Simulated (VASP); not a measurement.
Output of a VASP run:

### OSZICAR
```
       N       E                     dE             d eps       ncg     rms          rms(c)
DAV:   1     0.256556506763E+02    0.25656E+02   -0.58828E+03   902   0.115E+03
DAV:   2    -0.144546713276E+02   -0.40110E+02   -0.39086E+02   933   0.216E+02
DAV:   3    -0.152903033074E+02   -0.83563E+00   -0.83400E+00  1109   0.291E+01
DAV:   4    -0.152972182579E+02   -0.69150E-02   -0.69121E-02  1190   0.272E+00
DAV:   5    -0.152972301598E+02   -0.11902E-04   -0.11902E-04  1175   0.920E-02    0.398E+00
DAV:   6    -0.127642132596E+02    0.25330E+01   -0.54745E-01  1152   0.748E+00    0.187E+00
DAV:   7    -0.133835807315E+02   -0.61937E+00   -0.30782E+00   917   0.156E+01    0.281E+00
DAV:   8    -0.123989444520E+02    0.98464E+00   -0.51005E-01   849   0.665E+00    0.119E+00
DAV:   9    -0.121803998943E+02    0.21854E+00   -0.35156E-01   846   0.619E+00    0.943E-01
DAV:  10    -0.123094406896E+02   -0.12904E+00   -0.16854E-01   846   0.449E+00    0.449E-02
DAV:  11    -0.123176962960E+02   -0.82556E-02   -0.62123E-03   846   0.120E+00    0.576E-02
DAV:  12    -0.123171224057E+02    0.57389E-03   -0.11761E-03   884   0.396E-01    0.473E-02
DAV:  13    -0.123176259596E+02   -0.50355E-03   -0.49116E-04   847   0.294E-01    0.478E-03
DAV:  14    -0.123177592271E+02   -0.13327E-03   -0.48776E-05   868   0.999E-02    0.265E-03
DAV:  15    -0.123177613719E+02   -0.21448E-05   -0.62838E-07  1230   0.995E-03    0.274E-03
DAV:  16    -0.123177623795E+02   -0.10076E-05   -0.81525E-07   866   0.147E-02    0.332E-03
DAV:  17    -0.123177731238E+02   -0.10744E-04   -0.11968E-06   848   0.189E-02    0.582E-04
DAV:  18    -0.123177724303E+02    0.69356E-06   -0.87841E-08   432   0.512E-03
   1 F= -.12317772E+02 E0= -.12317772E+02  d E =-.123178E+02
```

OUTCAR:
```
------------------------ aborting loop because EDIFF is reached ----------------------------------------
  FORCE on cell =-STRESS in cart. coord.  units (eV):
  Direction    XX          YY          ZZ          XY          YZ          ZX
  --------------------------------------------------------------------------------------
  Total        0.0052902      0.0052902      0.0052902      0.0000000      0.0000000      0.0000000
  in kB        0.5428816      0.5428816      0.5428816      0.0000000      0.0000000      0.0000000
  external PRESSURE =       0.5428816 kB  Pullay stress =       0.0000000 kB
  volume of cell :       15.61
      direct lattice vectors                 reciprocal lattice vectors
     0.000000000  1.983733964  1.983733964    -0.252049927  0.252049927  0.252049927
     1.983733964  0.000000000  1.983733964     0.252049927 -0.252049927  0.252049927
     1.983733964  1.983733964  0.000000000     0.252049927  0.252049927 -0.252049927
  FREE ENERGIE OF THE ION-ELECTRON SYSTEM (eV)
  ---------------------------------------------------
  free  energy   TOTEN  =       -12.3177724303 eV

  energy  without entropy=      -12.3177724302  energy(sigma->0) =      -12.31777243

 reached required accuracy - stopping structural energy minimisation
```
(Selected blocks of OUTCAR.)

File POSCAR:
```
LiF
1
    0.0000000000     1.9837339640     1.9837339640
    1.9837339640     0.0000000000     1.9837339640
    1.9837339640     1.9837339640     0.0000000000
Li F
1 1
Direct
  0.0000000000   0.0000000000   0.0000000000
  0.5000000000   0.5000000000   0.5000000000
```

**Question.** Write an INCAR and KPOINTS that could have produced this output.

**Answer.** One answer among several that fit: the input of the run itself, SCAN meta-GGA, plane waves, VASP's PBE PAW potentials (set 64).

INCAR:
```
ALGO=Normal
EDIFF=1E-6
EDIFFG=-0.01
ENCUT=520
IBRION=2
ISIF=3
ISMEAR=0
LASPH=.TRUE.
LCHARG=.FALSE.
LMIXTAU=.TRUE.
LREAL=.FALSE.
LWAVE=.FALSE.
METAGGA=SCAN
NELM=100
NSW=60
PREC=Accurate
SIGMA=0.05
SYSTEM=LiF
```

File KPOINTS:
```
K-points
0
G
 10 10 10
```

POTCAR, in this order: Li_sv F (PBE.64 set). Program: vasp_std.

The compound is LiF in the rock salt structure. It was relaxed first. The start is the result of an earlier pass.
